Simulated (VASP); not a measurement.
Data:

```
CELL_PARAMETERS angstrom
      0.00000     2.25209     2.25209
      2.25209     0.00000     2.25209
      2.25209     2.25209     0.00000
ATOMIC_POSITIONS crystal
  Li 0.25000 0.25000 0.25000
  Li 0.75000 0.75000 0.75000
  O  0.00000 0.00000 0.00000
```

These are PBE GGA with D4 dispersion, VASP's PBE PAW potentials (set 64) (plane waves; VASP 6.6.1) values and carry that method's errors. Run with 520 eV cut-off, 8×8×8 Γ-centred mesh, Gaussian smearing of 0.050 eV, potentials Li_sv O.

Give the stress tensor in GPa (positive for a compressed cell).

```
5.57  0.00  0.00
0.00  5.57  0.00
0.00  0.00  5.57
```
The pressure is its mean diagonal, 5.57 GPa.

The compound is Li2O in the antifluorite structure. This cell is one point of a volume scan, at 0.94 of the reference volume.
